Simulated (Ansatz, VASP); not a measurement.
## Al (Al strained to the junction's net): VASP beside Ansatz

Wanted: the spread between two codes on one cell, functional and k mesh. The structure shown is the end of the Ansatz relaxation below.

Main program and level: Ansatz 0.2.0; plane waves, with VASP 6.6.1 beside it; single point at PBE.

### 1. The starting structure

Symmetry: Fm-3m, No. 225, cubic system. Conventional cell: a = 4.037 Å, b = 4.037 Å, c = 4.037 Å, α = 90.00°, β = 90.00°, γ = 90.00°. Nearest to Al lie 12 Al at 2.85 to 2.86 Å. That group holds within 0.01 Å; judged at 0.001 Å it is R-3m (No. 166).

### 2. Ansatz: relaxation, PBE

Ansatz runs on its default PAW (the set named soft_2) files.

This run makes the geometry at which the two programs are then compared.

input.yaml

```yaml
crystal:
  lattice:
    - [2.857, 0.0, 0.0]
    - [-1.4285, 2.4742345786, 0.0]
    - [0.0, 0.0, 6.9969904098]
  atoms:
    - { symbol: Al, position: [0.0, 0.0, 0.0] }
    - { symbol: Al, position: [0.3333333333, 0.6666666667, 0.3333333333] }
    - { symbol: Al, position: [0.6666666667, 0.3333333333, 0.6666666667] }
kpoints:
  mp_grid: { grid: [18, 18, 4] }
scf:
  occupations: { method: fermi_dirac, width: 0.1 }
  max_iter: 150
hamiltonian:
  xc: pbe
relax:
  f_tol: 0.01
  max_steps: 40
  cell: { fix: [a, b, angles] }
```

On the command line:

```sh
> ansatz run input.yaml --threads 4 --pin off --max-ram 10240MiB --backend cpu --events-out ev --progress --plain --runs-dir out
```

Numbers of over 12 decimals in the logs are rounded to 6 here.

Output:

```text
Engine: ansatz 0.2.0, aarch64-unknown-linux-gnu
Pseudopotentials: kind: paw
Pseudopotential: Al, paw, valence charge 3, recommended cutoff 420 eV (normal), Al.paw.azcp
Functional definition: PBE
  parameter kappa = 0.804
  parameter beta = 0.066725
  exchange = pbe_x(kappa = kappa, mu = beta*pi^2/3)
  correlation = pbe_c(beta = beta)
Crystal: 3 atoms, lattice volume = 49.461 Å³
Basis set: ecut = 420 eV, 959 PW (Γ), exchange–correlation on 40×40×96 points (8 copies of the dense FFT grid, shifted against one another)
Bands: 9, of which v1, the nominal top of the filled ones, is band 5 counted from 1 (4 counted from 0)
Symmetry: 36 space group operations
Space group: R-3m (ITA 166), of the structure as read, at distance tolerance 3.7e-5 Å
k-points: 138 of 1296
Non-local potential: Al, projectors of the file, l = 0: 2, l = 1: 2, l = 2: 1
PAW form: soft (Blöchl's): semilocal exchange-correlation on the pseudo side does not see the compensation charge
PAW one-centre angular grid: Al, 110 points (default); XC on 64 Gauss nodes
Initial density: superposition of atomic densities (neutral atoms: chi_scale 0, normalization atom), corrected by the library's trained network
Initial wavefunctions: pseudopotential atomic-orbital guess
Functional: x = pbe(κ = 0.804, μ = 0.219515), c = pbe(β = 0.066725)
SCF iter   1: F=—  HF=-1612.534530 eV  |F-HF|=—  |Δ(HF+E_count)|=         —  Δρ=4.74e-4  dr2=3.48e-5  ethr=1.77e-3  ⟨swp⟩=6.1  Hψ=22246  notcnv=0  defer=21
automatic band count: the SCF goes on with 13 bands, as 9 were too few: the levels above may hold too much charge
preconditioner: auto → none  [metal: Δε(μ)=0.028 eV  Ē_g=10.358 eV  σ=0.100 eV  W_gap=0.07  n_scr=4 (ndim 8)  ℏωp=15.8 eV  f_vac=0.000  D(μ)=1.20/eV (n_scr^D=4)  sad-step TF]
SCF iter   2: F=—  HF=-1612.534657 eV  |F-HF|=—  |Δ(HF+E_count)|=   1.27e-4  Δρ=2.69e-4  dr2=1.25e-5  ethr=3.86e-7  ⟨swp⟩=2.1  Hψ=3382  notcnv=0  defer=23
iter 3 did not close the SCF: its close was put off for the readings that it lacked (scf_convergence_deferred on its scf_iter line)
SCF iter   3: F=-1612.534690 eV  HF=-1612.534690 eV  |F-HF|=5.73e-9  |Δ(HF+E_count)|=   3.26e-5  Δρ=1.61e-5  dr2=9.31e-8  ethr=1.39e-7  ⟨swp⟩=2.0  Hψ=2148  notcnv=0  defer=23
iter 4 did not close the SCF: its close was put off for the readings that it lacked (scf_convergence_deferred on its scf_iter line)
SCF iter   4: F=-1612.534690 eV  HF=-1612.534690 eV  |F-HF|=2.31e-9  |Δ(HF+E_count)|=  6.06e-10  Δρ=3.47e-6  dr2=2.78e-9  ethr=1.03e-9  ⟨swp⟩=2.0  Hψ=2157  notcnv=0  defer=23
iter 5 did not close the SCF: its close was put off for the readings that it lacked (scf_convergence_deferred on its scf_iter line)
SCF iter   5: F=-1612.534690 eV  HF=-1612.534690 eV  |F-HF|=3.01e-10  |Δ(HF+E_count)|=   2.25e-9  Δρ=1.32e-6  dr2=4.59e-10  ethr=3.08e-11  ⟨swp⟩=1.8  Hψ=1953  notcnv=0  defer=23
SCF iter   6: F=-1612.534690 eV  HF=-1612.534690 eV  |F-HF|=2.07e-11  |Δ(HF+E_count)|=  3.11e-10  Δρ=2.90e-7  dr2=2.02e-11  ethr=5.10e-12  ⟨swp⟩=1.0  Hψ=4483  notcnv=0
SCF 1 converged in 6 iterations: F = -1612.534690 eV  dr2 = 2.02e-11
  greatest PAW one-centre occupation: 0.446 electrons in one spin orbital (limit 2), on the Al atom at site 2 (counted from 0), in its partial waves of l = 0
relax step   1: F+E_penalty+E_count = -1612.53468962 eV  Δ(F+E_penalty+E_count) = +0.000e0 eV  max|allowed force component| = 1.328e-27 eV/Å  Δτ_max = 0.0000 Å  P = +0.049 GPa  Ω = 49.461 Å³  fix = [a, b, alpha, beta, gamma]  reactions: a +0.225, b +0.225 GPa  (6 SCF iters, dr2 threshold 1.00e-7 eV, accepted)
[...]
relax step   2: F+E_penalty+E_count = -1612.53482426 eV  Δ(F+E_penalty+E_count) = -1.346e-4 eV  max|allowed force component| = 4.761e-28 eV/Å  Δτ_max = 0.0000 Å  P = +0.214 GPa  Ω = 49.358 Å³  energy of the carried Pulay correction = +4.729e-5 eV  fix = [a, b, alpha, beta, gamma]  reactions: a +0.306, b +0.306 GPa  (6 SCF iters, dr2 threshold 2.30e-7 eV, accepted)
[...]
relax step   3: F+E_penalty+E_count = -1612.53478143 eV  Δ(F+E_penalty+E_count) = +4.283e-5 eV  max|allowed force component| = 1.202e-27 eV/Å  Δτ_max = 0.0000 Å  P = +0.213 GPa  Ω = 49.358 Å³  fix = [a, b, alpha, beta, gamma]  reactions: a +0.305, b +0.305 GPa  stress off target by 2.91e-2 GPa on what of the cell is left free  SCF on the basis re-selected at this cell (its energy is not comparable with the rows above)  (8 SCF iters)
basis re-selected at this cell: Δ(F+E_penalty+E_count) = +4.283e-5 eV, ΔP = -0.001 GPa vs the last step (what re-selecting the basis moved, of the pressure what is left beyond the Pulay correction that the steps carried, after the strain that the cell walked since its last selection, with what the two solves' SCF thresholds leave and, on support functions, any second-order correction that the steps lacked; it is no m [...]
SCF converged after 8 iterations
Free energy (F): -1612.534781 eV
Harris-Foulkes:  -1612.534781 eV  (|F-HF|=0.00e0)
Internal energy: -1612.495256 eV  (E = F + TS)
E sigma→0 (E₀):  -1612.515019 eV
Entropy (-TS):   -0.039526 eV (-13.175 meV/atom)
Fermi energy:    7.965341 eV
--- Per-component energies (eV) ---
  E_band       = 31.916367
  E_kinetic    = 68.444909
  E_local      = 29.821711  (includes V_loc(G=0)·N_el)
  E_nonlocal   = 30.951214
  E_hartree    = 0.315658
  E_xc         = -119.249302
  E_vxc        = -86.942649  (∫ρ·V_xc dr)
  E_paw        = -1402.023166  (= ΣΔE_a)
  E_vpaw       = -10.990128  (= ΣTr[D̂ρ^β])
  E_aug_tail   = -0.000007  (compensation charges beyond the density's cutoff)
  E_ewald      = -220.756273
  E_smearing   = -0.039526  (= −TS)
  E_closure    = 0.000000  (closes the sum)
  Σ components = -1612.534781   (vs F -1612.534781, Δ=0.00e0)
--- Forces (eV/Å), atoms counted from 1 ---
  atom   1  Al     0.00000000     0.00000000     0.00000000
  atom   2  Al     0.00000000     0.00000000     0.00000000
  atom   3  Al     0.00000000     0.00000000    -0.00000000
  max |Σ_I F_I| component: 1.80e-27 eV/Å
--- Stress (GPa, compression-positive) ---
        0.305287       0.000000      -0.000000
        0.000000       0.305287       0.000000
       -0.000000       0.000000       0.029060
  P = ⅓ Tr σ = 0.2132 GPa (2.132 kbar)
--- Relaxed structure (2 steps of the walk, 2 accepted, 1 SCFs on fresh bases) ---
  F+E_penalty+E_count = -1612.53478143 eV   max|allowed force component| = 1.202e-27 eV/Å   (the final SCF, on the basis selected at the relaxed cell)
  cell:  # Å, volume = 49.3579 Å³
    - [2.857000, 0, 0]
    - [-1.428500, 2.474235, 0]
    - [0, 0, 6.982414]
  atoms:
    - { symbol: Al, position: [0, 0, 0] }
    - { symbol: Al, position: [0.333333, 0.666667, 0.333333] }
    - { symbol: Al, position: [0.666667, 0.333333, 0.666667] }
```

In the SCF lines HF is the Harris–Foulkes energy and dr2 the Hartree energy of the density residual, in eV; the loop may stop once dr2 is under the threshold and the program's other checks hold. Hψ counts applications of the Hamiltonian.

### 3. VASP: single point, PBE

The same cell, functional, mesh and smearing now go to VASP, with its own data sets.

Lines of VASP's logs that name or quote its potential files are left out, and so is its time.

INCAR

```
SYSTEM = Al
PREC = Accurate
ENCUT = 500
EDIFF = 1E-06
NELM = 120
ISMEAR = -1
SIGMA = 0.1
LREAL = .FALSE.
ALGO = Normal
GGA = PE
NBANDS = 10
LORBIT = 11
LWAVE = .FALSE.
LCHARG = .FALSE.
ISIF = 2
LASPH = .TRUE.
GGA_COMPAT = .FALSE.
```

POSCAR

```
Al
1.0
    2.8570000000      0.0000000000      0.0000000000
   -1.4285000000      2.4742345786      0.0000000000
    0.0000000000      0.0000000000      6.9824142156
Al
3
Direct
    0.0000000000      0.0000000000      0.0000000000
    0.3333333333      0.6666666667      0.3333333333
    0.6666666667      0.3333333333      0.6666666667
```

KPOINTS

```
Automatic mesh
0
Gamma
18 18 4
0 0 0
```

PAW data sets: Al (PBE family, release 64).

On the command line:

```sh
> mpirun -np 1 vasp_std
```

Output:

```text
[banner, memory and clock lines left out]
running    1 mpi-ranks, on    1 nodes
 distrk:  each k-point on    1 cores,    1 groups
 distr:  one band on    1 cores,    1 groups

 POSCAR found type information on POSCAR Al
 POSCAR found :  1 types and       3 ions
 LDA part: xc-table for (Slater+PW92), standard interpolation
 POSCAR, INCAR and KPOINTS ok, starting setup
 FFT: planning ... GRIDC
 FFT: planning ... GRID_SOFT
 FFT: planning ... GRID
 WAVECAR not read
 entering main loop
       N       E                     dE             d eps       ncg     rms          rms(c)
DAV:   1     0.225781565774E+01    0.22578E+01   -0.28771E+03  2784   0.607E+02
DAV:   2    -0.108915655556E+02   -0.13149E+02   -0.12415E+02  3684   0.739E+01
DAV:   3    -0.113292674945E+02   -0.43770E+00   -0.42086E+00  3768   0.112E+01
DAV:   4    -0.113325063037E+02   -0.32388E-02   -0.32366E-02  3610   0.982E-01
DAV:   5    -0.113325281753E+02   -0.21872E-04   -0.21871E-04  3398   0.877E-02    0.227E+00
DAV:   6    -0.112935789292E+02    0.38949E-01   -0.46985E-03  3322   0.462E-01    0.132E+00
DAV:   7    -0.112653091028E+02    0.28270E-01   -0.12543E-02  3054   0.705E-01    0.201E-01
DAV:   8    -0.112650858520E+02    0.22325E-03   -0.14506E-04  4214   0.816E-02    0.238E-02
DAV:   9    -0.112650795953E+02    0.62566E-05   -0.28031E-06  3406   0.104E-02    0.199E-03
DAV:  10    -0.112650779024E+02    0.16929E-05   -0.22101E-08  2002   0.122E-03    0.104E-03
DAV:  11    -0.112650778843E+02    0.18103E-07   -0.21275E-09  1784   0.395E-04
   1 F= -.11265078E+02 E0= -.11245355E+02  d E =-.394458E-01
```

Parts of OUTCAR (step 3):

```text
ion  position               nearest neighbor table
   1  0.000  0.000  0.000-   2 2.85   3 2.85   2 2.85   3 2.85   3 2.85   2 2.85
   2  0.333  0.667  0.333-   1 2.85   1 2.85   1 2.85   3 2.85   3 2.85   3 2.85
   3  0.667  0.333  0.667-   1 2.85   1 2.85   1 2.85   2 2.85   2 2.85   2 2.85

  LATTYP: Found a hexagonal cell.
 ALAT       =     2.8570000000
 C/A-ratio  =     2.4439671738

 Subroutine GETGRP returns: Found 12 space group operations
 (whereof 12 operations were pure point group operations)

The static configuration has the point symmetry D_3d.

 Found    138 irreducible k-points:

   k-points           NKPTS =    138   k-points in BZ     NKDIM =    138   number of bands    NBANDS=     10

   dimension x,y,z NGX =    24 NGY =   24 NGZ =   54
   dimension x,y,z NGXF=    48 NGYF=   48 NGZF=  108

   ENCUT  =  500.0 eV  36.75 Ry    6.06 a.u.   5.21  5.21 12.73*2*pi/ulx,y,z

   NELECT =       9.0000    total number of electrons

 k-points in reciprocal lattice and weights: Automatic mesh
   0.00000000  0.00000000  0.00000000       0.001
   0.05555556  0.00000000  0.00000000       0.005
   0.11111111  0.00000000  0.00000000       0.005
   0.16666667  0.00000000  0.00000000       0.005
   0.22222222  0.00000000  0.00000000       0.005
   0.27777778  0.00000000  0.00000000       0.005
   0.33333333  0.00000000  0.00000000       0.005
   0.38888889 -0.00000000  0.00000000       0.005
   0.44444444  0.00000000  0.00000000       0.005
[...]
0.33333333  0.27777778  0.50000000       0.009
   0.33333333  0.33333333  0.50000000       0.002

 average (electrostatic) potential at core
       1 -72.5919       2 -72.5919       3 -72.5919

 E-fermi :   8.0233

 k-point     1 :       0.0000    0.0000    0.0000
  band No.  band energies     occupation
      1      -3.1240      2.00000
      2      -0.1194      2.00000
      3      -0.1194      2.00000
      4       8.5611      0.00918
      5       8.5611      0.00918
      6      18.7870      0.00000
      7      18.7870      0.00000
      8      18.7870      0.00000
    ...

 k-point     2 :       0.0556    0.0000    0.0000
  band No.  band energies     occupation
      1      -3.0493      2.00000
      2      -0.0464      2.00000
      3      -0.0464      2.00000
      4       8.6270      0.00477
      5       8.6278      0.00473
      6      17.1132      0.00000
      7      17.6973      0.00000
      8      19.0822      0.00000
    ...

 k-point     3 :       0.1111    0.0000    0.0000
  band No.  band energies     occupation
      1      -2.8257      2.00000
      2       0.1724      2.00000
      3       0.1725      2.00000
      4       8.8197      0.00070
      5       8.8280      0.00064
      6      15.0834      0.00000
      7      16.7362      0.00000
      8      17.4165      0.00000
    ...

  Total        0.0816982      0.0816982     -0.0049826      0.0000000     -0.0000000      0.0000000
  in kB        2.6519563      2.6519563     -0.1617362      0.0000000     -0.0000000      0.0000000
  external PRESSURE =       1.7140588 kB  Pullay stress =       0.0000000 kB

  energy-cutoff  :      500.00
  volume of cell :       49.36
      direct lattice vectors                 reciprocal lattice vectors
     2.857000000  0.000000000  0.000000000     0.350017501  0.202082698  0.000000000
    -1.428500000  2.474234579  0.000000000     0.000000000  0.404165397  0.000000000
     0.000000000  0.000000000  6.982414216     0.000000000  0.000000000  0.143216940

 POSITION                                       TOTAL-FORCE (eV/Angst)
 -----------------------------------------------------------------------------------
      0.00000      0.00000      0.00000         0.000000     -0.000000      0.000000
     -0.00000      1.64949      2.32747        -0.000000      0.000000     -0.000000
      1.42850      0.82474      4.65494        -0.000000     -0.000000      0.000000
 -----------------------------------------------------------------------------------
    total drift:                                0.000000     -0.000000      0.000000

  FREE ENERGIE OF THE ION-ELECTRON SYSTEM (eV)
  ---------------------------------------------------
  free  energy   TOTEN  =       -11.2650778843 eV

  energy  without entropy=      -11.2256320769  energy(sigma->0) =      -11.24535498

 total charge
# of ion       s       p       d       tot
------------------------------------------
    1        0.428   0.340   0.000   0.768
    2        0.428   0.340   0.000   0.768
    3        0.428   0.340   0.000   0.768
--------------------------------------------------
tot          1.285   1.020   0.000   2.305

[... 3 further parts left out ...]
```

The run ends at a pressure of 0.17 GPa.

### 4. Differences

Known differences besides the potentials themselves: the cutoff is 420 eV in Ansatz and 500 eV in VASP; Ansatz's pressure holds a Pulay correction, VASP's none. Total energies have different zeros and are not compared.

Both answers:

| quantity | Ansatz | VASP | difference |
| --- | --- | --- | --- |
| pressure (GPa) | 0.21 | 0.17 | +0.04 |

### 5. What came out

| Quantity | Value |
| --- | --- |
| difference in pressure (single point, PBE) | 0.042 GPa |

What this shows: The difference in pressure is 0.042 GPa (single point, PBE), within the 1 GPa picked in this series as the mark of a large difference. How closely two codes agree says nothing of how well the functional describes the real material.

[Lines on the potential files, build, host, timing and source positions are cut from VASP's logs without a mark.]

[Logs are printed without paths, hosts, clocks, repeated set-up lines and the standing remarks that a program may print on its own settings, such as how far it seeks lower states.]

[Hosts, paths, dates, database ids (printed as entryN), source tags and the programs' standing remarks are cut or masked in the printed files.]
